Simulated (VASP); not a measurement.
VASP ran on this input.

File POSCAR:
```
PbO2
1
    4.9600000000     0.0000000000     0.0000000000
    0.0000000000     4.9600000000     0.0000000000
    0.0000000000     0.0000000000     3.3900000000
Pb O
2 4
Direct
  0.0000000000   0.0000000000   0.0000000000
  0.5000000000   0.5000000000   0.5000000000
  0.3070000000   0.3070000000   0.0000000000
  0.8070000000   0.1930000000   0.5000000000
  0.1930000000   0.8070000000   0.5000000000
  0.6930000000   0.6930000000   0.0000000000
```

KPOINTS:
```
Automatic mesh
0
Gamma
5 5 7
0 0 0
```

**INCAR**
```
# general
SYSTEM  = PbO2
PREC    = Accurate
ENCUT   = 400
LREAL   = .False.
LASPH   = .True.

# electronic loop
EDIFF   = 1E-6
NELM    = 100
ALGO    = Normal
LMAXMIX = 4

# smearing
ISMEAR  = 0
SIGMA   = 0.1

# functional
GGA     = PE

# ions
ISIF    = 2

# output
LWAVE   = .False.
LCHARG  = .False.
```

POTCAR, in this order: Pb_d O (PBE.64 set). Program: vasp_std.

Q: Translate this PBE calculation to Quantum ESPRESSO's pw.x.

A: One equivalent input (not run):
```
&CONTROL
  calculation = 'scf'
  pseudo_dir = './pseudo'
  outdir = './out'
  tprnfor = .true.
  tstress = .true.
/
&SYSTEM
  ibrav = 0
  nat = 6
  ntyp = 2
  ecutwfc = 84
  occupations = 'smearing'
  smearing = 'gaussian'
  degauss = 0.00735
  input_dft = 'pbe'
/
&ELECTRONS
  conv_thr = 7.3e-08
  electron_maxstep = 100
/
ATOMIC_SPECIES
  Pb 207.200 Pb.upf
  O 15.999 O.upf
CELL_PARAMETERS angstrom
     4.9600000    0.0000000    0.0000000
     0.0000000    4.9600000    0.0000000
     0.0000000    0.0000000    3.3900000
ATOMIC_POSITIONS crystal
  Pb   0.0000000  0.0000000  0.0000000
  Pb   0.5000000  0.5000000  0.5000000
  O    0.3070000  0.3070000  0.0000000
  O    0.8070000  0.1930000  0.5000000
  O    0.1930000  0.8070000  0.5000000
  O    0.6930000  0.6930000  0.0000000
K_POINTS automatic
  5 5 7 0 0 0
```
Limits of the translation: the potentials are each code's own (VASP's PAW set, PseudoDojo norm-conserving files in pw.x), so ENCUT and ecutwfc are chosen apart and not converted; conv_thr bounds pw.x's estimated SCF error, while EDIFF bounds the energy change between steps.

The structure is a typed PbO2 crystal (P4_2/mnm). The cell was not relaxed at this level.
